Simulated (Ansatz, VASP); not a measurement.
**Cross-check of YVO4 (Wakefieldite-(Y)) between VASP and Ansatz**

Wanted: the spread between two codes on one cell, functional and k mesh. The structure shown is the start of the Ansatz relaxation below; VASP solves that cell, so the two are compared at the walk's first step.

Calculated with Ansatz 0.2.0; plane waves, with VASP 6.6.1 beside it; single point at r2SCAN.

## (1) The structure

It takes space group I4_1/amd (No. 141, tetragonal). Conventional cell: a = 7.118 Å, b = 7.118 Å, c = 6.289 Å, α = 90.00°, β = 90.00°, γ = 90.00°. Nearest to Y lie 8 O at 2.30 to 2.43 Å. V has 4 O at 1.71 Å nearest. Nearest to O lie 1 V at 1.71 Å and 2 Y at 2.30 to 2.43 Å. Farther neighbours and most contacts between anions are not listed.

## (2) Ansatz: relaxation, r2SCAN

Ansatz runs on its default PAW (the set named soft_2) files.

The two programs are compared at the cell with which this relaxation starts, whose forces are those of its first step.

The input, input.yaml:

```yaml
crystal:
  lattice:
    - [-3.55915, 3.55915, 3.14465]
    - [3.55915, -3.55915, 3.14465]
    - [3.55915, 3.55915, -3.14465]
  atoms:
    - { symbol: "Y", position: [0.75, 0.25, 0.5] }
    - { symbol: "Y", position: [0.0, 0.0, 0.0] }
    - { symbol: V, position: [0.5, 0.5, 0.0] }
    - { symbol: V, position: [0.25, 0.75, 0.5] }
    - { symbol: O, position: [0.51, 0.3258, 0.1842] }
    - { symbol: O, position: [0.0758, 0.3916, 0.3158] }
    - { symbol: O, position: [0.1416, 0.3258, 0.8158] }
    - { symbol: O, position: [0.0758, 0.76, 0.6842] }
    - { symbol: O, position: [0.24, 0.9242, 0.3158] }
    - { symbol: O, position: [0.6742, 0.49, 0.8158] }
    - { symbol: O, position: [0.6084, 0.9242, 0.6842] }
    - { symbol: O, position: [0.6742, 0.8584, 0.1842] }
kpoints:
  mp_grid: { grid: [6, 6, 6] }
hamiltonian:
  xc: r2scan
scf:
  occupations: { method: fermi_dirac, width: 0.02 }
relax:
  f_tol: 0.003
  max_steps: 90
  cell: { p_target: 1.91, stress_tol: 0.01 }
basis:
  ecutwfc: 650.0
```

The run is started by

```bash
$ ansatz run input.yaml --threads 3 --pin off --max-ram 92160MiB --backend cuda --events-out ev --progress --plain --runs-dir out --devices 1 --max-vram 13GiB
```

Numbers of over 12 decimals in the logs are rounded to 6 here.

The program printed:

```text
GPUs: using 1 of 1 available (devices: 1).
Engine: ansatz 0.2.0, x86_64-unknown-linux-gnu
Pseudopotentials: kind: paw
Pseudopotential: Y, paw, valence charge 11, recommended cutoff 500 eV (meta_gga), Y.paw.azcp
Pseudopotential: V, paw, valence charge 13, recommended cutoff 500 eV (meta_gga), V.paw.azcp
Pseudopotential: O, paw, valence charge 6, recommended cutoff 500 eV (meta_gga), O.paw.azcp
Functional definition: r2SCAN
  parameter k0 = 0.174
  parameter k1 = 0.065
  parameter a1 = 4.9479
  exchange = r2scan_x(k0 = k0, k1 = k1, a1 = a1)
  correlation = r2scan_c
device memory: the entry about to start is reckoned to put 4.2 GiB on a device that reports 69.2 GiB free (of which the cap on the GPU budget leaves the run 13.0 GiB)
GPU FFT provider: cuFFT
GPU libraries: cuBLAS 13.8.2, cuFFT 12.4.0, cuSOLVER 12.3.4
Crystal: 12 atoms, lattice volume = 159.340 Å³
Basis set: ecut = 650 eV, 6025 PW (Γ), exchange–correlation on 200×200×200 points (64 copies of the dense FFT grid, shifted against one another)
Bands: 60, of which v1, the nominal top of the filled ones, is band 48 counted from 1 (47 counted from 0)
Symmetry: 16 space group operations
Space group: I41/amd (ITA 141), of the structure as read, at distance tolerance 5.4e-5 Å
k-points: 30 of 216
Non-local potential: Y, projectors of the file, l = 0: 3, l = 1: 2, l = 2: 2, l = 3: 1
Non-local potential: V, projectors of the file, l = 0: 3, l = 1: 2, l = 2: 3, l = 3: 1
Non-local potential: O, projectors of the file, l = 0: 2, l = 1: 2, l = 2: 1
PAW form: soft (Blöchl's): semilocal exchange-correlation on the pseudo side does not see the compensation charge
PAW frozen core: Y, regenerated for the run's functional (the file was generated under x = pbe(κ = 0.804, μ = 0.219515), c = pbe(β = 0.066725))
PAW frozen core: V, regenerated for the run's functional (the file was generated under x = pbe(κ = 0.804, μ = 0.219515), c = pbe(β = 0.066725))
PAW frozen core: O, regenerated for the run's functional (the file was generated under x = pbe(κ = 0.804, μ = 0.219515), c = pbe(β = 0.066725))
PAW one-centre angular grid: Y, 590 points (default); XC on 160 Gauss nodes
PAW one-centre angular grid: V, 590 points (default); XC on 160 Gauss nodes
PAW one-centre angular grid: O, 302 points (default); XC on 160 Gauss nodes
Initial density: superposition of atomic densities (neutral atoms: chi_scale 0, normalization atom), corrected by the library's trained network
Initial wavefunctions: pseudopotential atomic-orbital guess
GPU buffer pool allocated for 125000 grid points (all kernels)
GPU transforms: local potential and band sums: pruned to the plane-wave sphere, on 50×50×50
Functional: x = r2scan, c = r2scan; τ floored in thin density (d = 2e-4 eV/Å³)
SCF iter   1: F=—  HF=-18120.991135 eV  |F-HF|=—  |Δ(HF+E_count)|=         —  Δρ=2.55e-2  dr2=1.29e0  dr2_τ=7.32e-1  ethr=1.77e-3  ⟨swp⟩=5.4  Hψ=6093  notcnv=0
preconditioner: auto → Resta (q_TF=auto, 2.507 Å⁻¹)  ε∞=4.4  [insulator: Δε(μ)=3.796 eV  Ē_g=13.904 eV  σ=0.020 eV  W_gap=1.00  n_scr=46 (ndim 8)  ℏωp=25.6 eV  f_vac=0.071  D(μ)=0.00/eV (n_scr^D=0)  ε∞_Penn≈4.4]
SCF iter   2: F=—  HF=-18121.197939 eV  |F-HF|=—  |Δ(HF+E_count)|=   2.07e-1  Δρ=2.61e-2  dr2=1.17e0  dr2_τ=1.11e-1  ethr=1.34e-3  ⟨swp⟩=3.0  Hψ=3610  notcnv=0  defer=233
SCF iter   3: F=—  HF=-18121.054425 eV  |F-HF|=—  |Δ(HF+E_count)|=   1.44e-1  Δρ=4.37e-3  dr2=2.06e-2  dr2_τ=1.05e-3  ethr=1.22e-3  ⟨swp⟩=2.0  Hψ=2397  notcnv=0  defer=83
automatic band count: iteration 3 solves 55 bands in place of 60: the levels show a gap, and the empty bands left out lie too high to hold charge; the band table lists the bands solved (type scf.n_extra_bands for more)
SCF iter   4: F=—  HF=-18121.055432 eV  |F-HF|=—  |Δ(HF+E_count)|=   1.01e-3  Δρ=3.69e-3  dr2=2.56e-2  dr2_τ=1.12e-3  ethr=2.14e-5  ⟨swp⟩=2.1  Hψ=3101  notcnv=0  defer=83
SCF iter   5: F=—  HF=-18121.052570 eV  |F-HF|=—  |Δ(HF+E_count)|=   2.86e-3  Δρ=4.77e-4  dr2=3.73e-4  dr2_τ=1.25e-5  ethr=2.14e-5  ⟨swp⟩=2.0  Hψ=2396  notcnv=0  defer=83
SCF iter   6: F=—  HF=-18121.052018 eV  |F-HF|=—  |Δ(HF+E_count)|=   5.52e-4  Δρ=3.10e-4  dr2=1.96e-4  dr2_τ=6.41e-6  ethr=3.88e-7  ⟨swp⟩=2.1  Hψ=2730  notcnv=0  defer=83
SCF iter   7: F=—  HF=-18121.052160 eV  |F-HF|=—  |Δ(HF+E_count)|=   1.41e-4  Δρ=1.21e-4  dr2=3.03e-5  dr2_τ=3.70e-7  ethr=2.04e-7  ⟨swp⟩=2.0  Hψ=1819  notcnv=0  defer=83
SCF iter   8: F=—  HF=-18121.052216 eV  |F-HF|=—  |Δ(HF+E_count)|=   5.58e-5  Δρ=1.62e-5  dr2=5.56e-7  dr2_τ=5.82e-9  ethr=3.16e-8  ⟨swp⟩=2.0  Hψ=1896  notcnv=0  defer=83
SCF iter   9: F=-18121.052215 eV  HF=-18121.052215 eV  |F-HF|=1.95e-8  |Δ(HF+E_count)|=   4.49e-8  Δρ=3.42e-6  dr2=2.42e-8  dr2_τ=3.82e-10  ethr=1.04e-10  ⟨swp⟩=4.0  Hψ=5343  notcnv=0
SCF 1 converged in 9 iterations: F = -18121.052215 eV  dr2 = 2.42e-8
  greatest PAW one-centre occupation: 1.000 electrons in one spin orbital (limit 2), on the V atom at site 3 (counted from 0), in its partial waves of l = 0
[...]
SCF iter   5: F=-18121.042482 eV  HF=-18121.042482 eV  |F-HF|=1.02e-9  |Δ(HF+E_count)|=   6.32e-9  Δρ=1.48e-6  dr2=2.62e-9  dr2_τ=1.66e-10  ethr=3.51e-12  ⟨swp⟩=3.0  Hψ=6187  notcnv=0
SCF 6 converged in 5 iterations: F = -18121.042482 eV  dr2 = 2.62e-9
relax step   6: F+E_penalty+E_count = -18121.04248243 eV  Δ(F+E_penalty+E_count) = -2.588e-6 eV  max|allowed force component| = 1.703e-3 eV/Å  Δτ_max = 0.0003 Å  P = +1.915 GPa  Ω = 157.505 Å³  energy of the carried Pulay correction = +6.220e-4 eV  (5 SCF iters, dr2 threshold 3.37e-9 eV, accepted)
device memory: the entry about to start is reckoned to put 4.2 GiB on a device that reports 62.1 GiB free (of which the cap on the GPU budget leaves the run 13.0 GiB)
GPU FFT provider: cuFFT
GPU libraries: cuBLAS 13.8.2, cuFFT 12.4.0, cuSOLVER 12.3.4
Initial wavefunctions: pseudopotential atomic-orbital guess (no wavefunctions were taken with the density)
GPU buffer pool allocated for 125000 grid points (all kernels)
GPU transforms: local potential and band sums: pruned to the plane-wave sphere, on 50×50×50
iter 1 solved again at ethr=5.54e-8 eV; its pass at ethr=3.10e-3 eV (dr2=5.31e-5 eV) is discarded
SCF iter   1: F=—  HF=-18121.041659 eV  |F-HF|=—  |Δ(HF+E_count)|=         —  Δρ=2.35e-5  dr2=6.41e-8  dr2_τ=7.26e-7  ethr=5.54e-8  ⟨swp⟩=3.3  Hψ=11292  notcnv=0
preconditioner: auto → Resta (q_TF=auto, 2.512 Å⁻¹)  ε∞=4.6  [insulator: Δε(μ)=3.355 eV  Ē_g=13.655 eV  σ=0.020 eV  W_gap=1.00  n_scr=46 (ndim 8)  ℏωp=25.8 eV  f_vac=0.070  D(μ)=0.00/eV (n_scr^D=0)  ε∞_Penn≈4.6]
SCF iter   2: F=—  HF=-18121.041886 eV  |F-HF|=—  |Δ(HF+E_count)|=   2.27e-4  Δρ=1.24e-5  dr2=1.94e-8  dr2_τ=4.82e-8  ethr=6.68e-11  ⟨swp⟩=2.0  Hψ=3240  notcnv=0
SCF iter   3: F=—  HF=-18121.041886 eV  |F-HF|=—  |Δ(HF+E_count)|=   8.53e-8  Δρ=2.91e-6  dr2=1.27e-8  dr2_τ=1.42e-9  ethr=2.02e-11  ⟨swp⟩=2.0  Hψ=2778  notcnv=0
SCF iter   4: F=—  HF=-18121.041886 eV  |F-HF|=—  |Δ(HF+E_count)|=   1.67e-9  Δρ=4.29e-7  dr2=2.96e-10  dr2_τ=7.89e-11  ethr=1.32e-11  ⟨swp⟩=2.3  Hψ=2669  notcnv=0
SCF iter   5: F=—  HF=-18121.041886 eV  |F-HF|=—  |Δ(HF+E_count)|=  6.91e-11  Δρ=1.88e-7  dr2=5.10e-11  dr2_τ=5.74e-12  ethr=1.00e-12  ⟨swp⟩=1.0  Hψ=1801  notcnv=0
SCF iter   6: F=—  HF=-18121.041886 eV  |F-HF|=—  |Δ(HF+E_count)|=  2.18e-11  Δρ=7.79e-8  dr2=7.67e-12  dr2_τ=2.00e-12  ethr=1.00e-12  ⟨swp⟩=1.0  Hψ=1800  notcnv=0
SCF iter   7: F=-18121.041886 eV  HF=-18121.041886 eV  |F-HF|=0.00e0  |Δ(HF+E_count)|=  7.28e-12  Δρ=4.92e-8  dr2=2.30e-12  dr2_τ=3.54e-13  ethr=1.00e-12  ⟨swp⟩=5.1  Hψ=6217  notcnv=0
SCF 7 converged in 7 iterations: F = -18121.041886 eV  dr2 = 2.30e-12
relax step   7: F+E_penalty+E_count = -18121.04188605 eV  Δ(F+E_penalty+E_count) = +5.964e-4 eV  max|allowed force component| = 1.757e-3 eV/Å  Δτ_max = 0.0000 Å  P = +1.912 GPa  Ω = 157.505 Å³  stress off target by 5.40e-3 GPa  SCF on the basis re-selected at this cell (its energy is not comparable with the rows above)  (7 SCF iters)
basis re-selected at this cell: Δ(F+E_penalty+E_count) = +5.964e-4 eV, ΔP = -0.003 GPa vs the last step (what re-selecting the basis moved, of the pressure what is left beyond the Pulay correction that the steps carried, after the strain that the cell walked since its last selection, with what the two solves' SCF thresholds leave and, on support functions, any second-order correction that the steps lacked; it is no m [...]
SCF converged after 7 iterations
Free energy (F): -18121.041886 eV
Harris-Foulkes:  -18121.041886 eV  (|F-HF|=0.00e0)
Internal energy: -18121.041886 eV  (E = F + TS)
E sigma→0 (E₀):  -18121.041886 eV
Fermi energy:    7.731429 eV
--- Per-component energies (eV) ---
  E_band       = -930.564869
  E_kinetic    = 2697.287931
  E_local      = -7253.044118  (includes V_loc(G=0)·N_el)
  E_nonlocal   = 373.503877
  E_hartree    = 2803.126751
  E_xc         = -1181.353025
  E_vxc        = -1666.885393  (∫ρ·V_xc dr)
  E_paw        = -9198.828990  (= ΣΔE_a)
  E_vpaw       = -792.836246  (= ΣTr[D̂ρ^β])
  E_aug_tail   = 0.003644  (compensation charges beyond the density's cutoff)
  E_vtau       = 105.151930  (kinetic-family band-sum trace: ∫τ·v_τ [+ j·A + Jᵃ·Aᵃ] dr)
  E_ewald      = -6360.642960
  E_core_change = -1.094996  (= ΣΔE_core)
  E_smearing   = -0.000000  (= −TS)
  E_closure    = -0.000000  (closes the sum)
  Σ components = -18121.041886   (vs F -18121.041886, Δ=0.00e0)
--- Forces (eV/Å), atoms counted from 1 ---
  atom   1  Y      0.00000000     0.00000000     0.00000000
  atom   2  Y      0.00000000     0.00000000     0.00000000
  atom   3  V      0.00000000     0.00000000     0.00000000
  atom   4  V      0.00000000    -0.00000000     0.00000000
  atom   5  O      0.00000000     0.00145864    -0.00175732
  atom   6  O     -0.00145864     0.00000000    -0.00175732
  atom   7  O      0.00000000    -0.00145864    -0.00175732
  atom   8  O      0.00145864     0.00000000    -0.00175732
  atom   9  O      0.00000000    -0.00145864     0.00175732
  atom  10  O     -0.00145864     0.00000000     0.00175732
  atom  11  O      0.00000000     0.00145864     0.00175732
  atom  12  O      0.00145864     0.00000000     0.00175732
  max |Σ_I F_I| component: 1.95e-18 eV/Å
--- Stress (GPa, compression-positive) ---
        1.909558      -0.000000       0.000000
       -0.000000       1.909558       0.000000
       -0.000000      -0.000000       1.915403
  P = ⅓ Tr σ = 1.9115 GPa (19.115 kbar)
--- Band table (eV; the first three rows and the last of 30) ---
  k-point 0: bands = [... 44 lower, 5.6447, 5.6454, 5.6454, 6.0393, 9.3946, 10.1401, 10.3433, 10.3539, ... 8 higher]
  k-point 1: bands = [... 44 lower, 5.5529, 5.5817, 5.6586, 5.9792, 9.5158, 10.1390, 10.2918, 10.3966, ... 8 higher]
  k-point 2: bands = [... 44 lower, 5.3472, 5.4411, 5.6477, 5.8183, 9.8191, 10.1475, 10.1934, 10.4246, ... 8 higher]
  k-point 29: bands = [... 44 lower, 5.2074, 5.2074, 5.4799, 5.4799, 10.1642, 10.1642, 10.4131, 10.4131, ... 8 higher]
--- Relaxed structure (6 steps of the walk, 6 accepted, 1 SCFs on fresh bases) ---
  F+E_penalty+E_count = -18121.04188605 eV   max|allowed force component| = 1.757e-3 eV/Å   (the final SCF, on the basis selected at the relaxed cell)
  cell:  # Å, volume = 157.5049 Å³
    - [-3.545259, 3.545259, 3.132840]
    - [3.545259, -3.545259, 3.132840]
    - [3.545259, 3.545259, -3.132840]
  atoms:
    - { symbol: Y, position: [0.75, 0.250000, 0.500000] }
    - { symbol: Y, position: [0, 0, 0] }
    - { symbol: V, position: [0.5, 0.5, 0] }
    - { symbol: V, position: [0.250000, 0.75, 0.500000] }
    - { symbol: O, position: [0.510932, 0.326258, 0.184674] }
    - { symbol: O, position: [0.076258, 0.391584, 0.315326] }
    - { symbol: O, position: [0.141584, 0.326258, 0.815326] }
    - { symbol: O, position: [0.076258, 0.760932, 0.684674] }
    - { symbol: O, position: [0.239068, 0.923742, 0.315326] }
    - { symbol: O, position: [0.673742, 0.489068, 0.815326] }
    - { symbol: O, position: [0.608416, 0.923742, 0.684674] }
    - { symbol: O, position: [0.673742, 0.858416, 0.184674] }
```

The column dr2 measures how far the density is from self-consistency, as an energy; F and HF (Harris–Foulkes) agree once it is small.

(Part 1 of 2 ends here.)

[Lines on the potential files, build, host, timing and source positions are cut from VASP's logs without a mark.]

[Logs are printed without paths, hosts, clocks, repeated set-up lines and the standing remarks that a program may print on its own settings, such as how far it seeks lower states.]

[Hosts, paths, dates, database ids (printed as entryN), source tags and the programs' standing remarks are cut or masked in the printed files.]
